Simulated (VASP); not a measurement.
```xyz
4
Lattice="1.7313 0.9996 6.2496 -1.7313 0.9996 6.2496 0.0000 -1.9991 6.2496" Properties=species:S:1:pos:R:3 pbc="T T T"
Tl     0.0000     0.0000     9.3745
Au     0.0000     0.0000     0.0000
O      0.0000     0.0000    16.7412
O      0.0000     0.0000     2.0077
```

Level of theory: PBEsol GGA, VASP's PBE PAW potentials (set 64) (plane waves; VASP). Numerical set-up: 520 eV cut-off, Gaussian smearing of 0.050 eV, potentials Tl_d Au O.

**Question.** Give the energies of bands 8 to 21 at the high-symmetry points, in eV from the Fermi level.

**Answer.** 
| band | Γ | T | H2 | L | S0 | F |
|---|---|---|---|---|---|---|
| 8 | -7.24 | -5.84 | -6.86 | -6.62 | -6.86 | -6.92 |
| 9 | -3.76 | -5.68 | -5.92 | -6.53 | -5.95 | -5.17 |
| 10 | -3.28 | -3.87 | -4.64 | -5.14 | -4.79 | -4.76 |
| 11 | -3.28 | -3.84 | -4.47 | -4.50 | -4.30 | -3.76 |
| 12 | -3.27 | -3.84 | -3.62 | -3.00 | -3.79 | -3.65 |
| 13 | -2.79 | -2.25 | -3.12 | -2.51 | -2.86 | -3.42 |
| 14 | -2.79 | -2.25 | -2.17 | -1.75 | -2.13 | -2.99 |
| 15 | -2.24 | -1.71 | -1.95 | -1.48 | -1.95 | -2.37 |
| 16 | -2.24 | -1.71 | -1.36 | -1.33 | -1.63 | -1.33 |
| 17 | -1.17 | -0.83 | -1.10 | -1.31 | -0.95 | -0.25 |
| 18 | -0.29 | -0.83 | 0.02 | -0.06 | 0.01 | 0.11 |
| 19 | -0.29 | 0.06 | 3.05 | 2.09 | 3.04 | 2.76 |
| 20 | 3.57 | 3.98 | 4.88 | 3.59 | 5.21 | 3.27 |
| 21 | 5.11 | 5.25 | 5.78 | 4.02 | 5.41 | 5.62 |

It has no gap at this level: it comes out as a metal or semimetal.

The structure comes from a computed database's TlAuO2 entry (R-3m); how it stands against other phases isn't given here. It was relaxed first.
